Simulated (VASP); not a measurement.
An input for Ansatz (written as the equivalent of a VASP run, and not itself run):

Ansatz 0.2 input:
```yaml
crystal:
  lattice:
    - [2.9222830, 0.0000000, 0.0000000]
    - [0.0000000, 2.9222830, 0.0000000]
    - [0.0000000, 0.0000000, 2.9222830]
  atoms:
    - { symbol: Zn, position: [0.5000000, 0.5000000, 0.5000000] }
    - { symbol: Cu, position: [0.0000000, 0.0000000, 0.0000000] }
kpoints:
  mp_grid: { grid: [12, 12, 12] }
hamiltonian:
  xc: r2scan
  pseudopotentials: { kind: paw }
scf:
  occupations: { method: methfessel_paxton, width: 0.1 }
  max_iter: 100
output: { forces: true, stress: true, eigenvalues: true }
```

### Question
Translate this input to VASP (INCAR, KPOINTS, POSCAR, choice of POTCAR).

### Answer
One answer among several that fit: 
POSCAR:
```
CuZn
1
    2.9222829666     0.0000000000     0.0000000000
    0.0000000000     2.9222829666     0.0000000000
    0.0000000000     0.0000000000     2.9222829666
Zn Cu
1 1
Direct
  0.5000000000   0.5000000000   0.5000000000
  0.0000000000   0.0000000000   0.0000000000
```

### INCAR
```
SYSTEM = CuZn
PREC = Accurate
ENCUT = 520
EDIFF = 1E-7
NELM = 100
ALGO = Normal
LREAL = .FALSE.
LASPH = .TRUE.
ISMEAR = 1
SIGMA = 0.1
METAGGA = R2SCAN
LMIXTAU = .TRUE.
LMAXMIX = 4
LWAVE = .FALSE.
LCHARG = .FALSE.
ISIF = 2
```

File KPOINTS:
```
Automatic mesh
0
Gamma
12 12 12
0 0 0
```

POTCAR, in this order: Zn Cu (PBE.64 set). Program: vasp_std.

The two are equivalent in intent, not identical: each code has its own PAW files, so the cut-off isn't converted (ENCUT is set for VASP's; basis.ecutwfc is left out, and Ansatz then takes the one that its files recommend); Ansatz stops its SCF on the density residual and VASP on the energy change (EDIFF).

The compound is CuZn in the CsCl type structure. It was relaxed first.
